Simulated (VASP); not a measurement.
These are PBE GGA, VASP's PBE PAW potentials (set 64) (plane waves; VASP) values and carry that method's errors.

Input for VASP

**KPOINTS**
```
Automatic mesh
0
Gamma
7 7 7
0 0 0
```

**INCAR**
```
SYSTEM = Pt3Ti
PREC = Single; ENCUT = 400; LREAL = .FALSE.
LASPH = .TRUE.
EDIFF = 1E-6; NELM = 100; ALGO = Normal
LMAXMIX = 6
ISMEAR = 1; SIGMA = 0.1
GGA = PE
ISIF = 2
LWAVE = .FALSE.; LCHARG = .FALSE.
```

### POSCAR
```
Pt3Ti
3.920
  1.0000000000   0.0000000000   0.0000000000
  0.0000000000   1.0000000000   0.0000000000
  0.0000000000   0.0000000000   1.0000000000
Ti Pt
1 3
Cart
  0.0000000000   0.0000000000   0.0000000000
  0.0000000000   0.5000000000   0.5000000000
  0.5000000000   0.0000000000   0.5000000000
  0.5000000000   0.5000000000   0.0000000000
```

POTCAR, in this order: Ti_sv Pt (PBE.64 set). Program: vasp_std.

What will the output report for the number of irreducible k-points (NKPTS), number of bands (NBANDS), largest plane-wave count, number of space-group operations, FFT grid (NGX, NGY, NGZ)?

```
Quantity                                      Result
--------------------------------------  ------------
number of irreducible k-points (NKPTS)            20
number of bands (NBANDS)                          25
largest plane-wave count                        1105
number of space-group operations                  48
FFT grid (NGX, NGY, NGZ)                28 × 28 × 28
```

The compound is Pt3Ti in the L1_2 structure. The cell was not relaxed at this level. The run is one of a series of settings (PREC = Single against the base run), some of them coarse on purpose.
